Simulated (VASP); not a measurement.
Given:

```
CdS
1.0
    2.08064    -3.60377     0.00000
    2.08064     3.60377     0.00000
    0.00000     0.00000     6.75995
Cd S
2 2
Direct
  0.66667   0.33333   0.50002
  0.33333   0.66667   0.00002
  0.66667   0.33333   0.87698
  0.33333   0.66667   0.37698
```

The numbers are results of r2SCAN meta-GGA, VASP's PBE PAW potentials (set 64) (plane waves; VASP), not measurements. Run with 400 eV cut-off, 6×6×3 Γ-centred mesh, Gaussian smearing of 0.050 eV, potentials Cd S.

Predict the energy per atom (σ→0), band gap (on the k-mesh) with the smallest direct gap where there is one.

| Property | Result |
|---|---|
| band gap (on the k-mesh) | 1.63 eV |
| smallest direct gap (on the k-mesh) | 1.63 eV |
| energy per atom (σ→0) | -14.844 eV/atom |

Total energies compare only between runs with the same potentials, cut-off and functional.

The compound is CdS in the wurtzite structure. It was relaxed first. The start is the result of an earlier pass.
